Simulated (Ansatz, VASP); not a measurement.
# One calculation of TaBi, two programs

File INCAR:

```
PREC     = Accurate       # precision mode
ENCUT    = 520            # plane-wave cutoff, eV
EDIFF    = 1E-6           # SCF threshold, eV
ISMEAR   = -1             # smearing method
SIGMA    = 0.05           # smearing width, eV
LREAL    = False          # projectors in reciprocal space
LASPH    = True           # aspherical terms in the spheres
NELM     = 80             # most SCF steps
ALGO     = Normal         # electronic algorithm
ISIF     = 2              # what is computed and relaxed
LWAVE    = False          # write WAVECAR
LCHARG   = False          # write CHGCAR
GGA      = CA             # functional
NBANDS   = 20             # bands
```

Contents of KPOINTS:

```
regular mesh
0
Gamma
  11 11 11
```

File POSCAR:

```
TaBi
1.0
    3.1401852329      0.0000000000      0.0000000000
    0.0000000000      3.1401852329      0.0000000000
    0.0000000000      0.0000000000      3.1401852329
Ta Bi
1 1
Direct
    0.0000000000      0.0000000000      0.0000000000
    0.5000000000      0.5000000000      0.5000000000
```

Input for Ansatz:

```yaml
crystal:
  lattice:
    - [3.1401852329, 0.0, 0.0]
    - [0.0, 3.1401852329, 0.0]
    - [0.0, 0.0, 3.1401852329]
  atoms:
    - { symbol: Ta, position: [0.0, 0.0, 0.0] }
    - { symbol: Bi, position: [0.5, 0.5, 0.5] }
kpoints:
  mp_grid: { grid: [11, 11, 11] }
scf:
  occupations: { method: fermi_dirac, width: 0.05 }
hamiltonian:
  xc: lda
  pseudopotentials: { kind: paw }
output:
  forces: true
  stress: true
  eigenvalues: true
  populations: true
```

Change from the starting cell: volume scaled by 0.76, PAW files.

Alike in both runs: task single point; functional LDA; k mesh 11 × 11 × 11; occupations fermi-dirac, width 0.05 eV; no spin polarisation.

|  | VASP | Ansatz |
| --- | --- | --- |
| version | VASP 6.6.1 | Ansatz 0.2.0 |
| potentials or method | VASP PAW LDA potentials, release 64 (Ta_pv, Bi_d) | PAW with Ansatz's default frozen-core files, scalar-relativistic |
| plane-wave cutoff (eV) | 520 | 420 |
| valence electrons in the cell | 26 | 28 |

Ansatz gave:

| Quantity | Value |
| --- | --- |
| pressure (GPa) | 75.0 |

**Question.** Which values does VASP return?

**Answer.** Pressure (GPa): 76.6.

The two sets of potentials don't hold the same shells in valence.

Caveats: the cell as given lies far from equilibrium; so large a pressure means that the cell lies far from this level's equilibrium, or that cutoff or potentials fall short (VASP); spin-orbit coupling is left out, which moves the levels of the heavy elements.
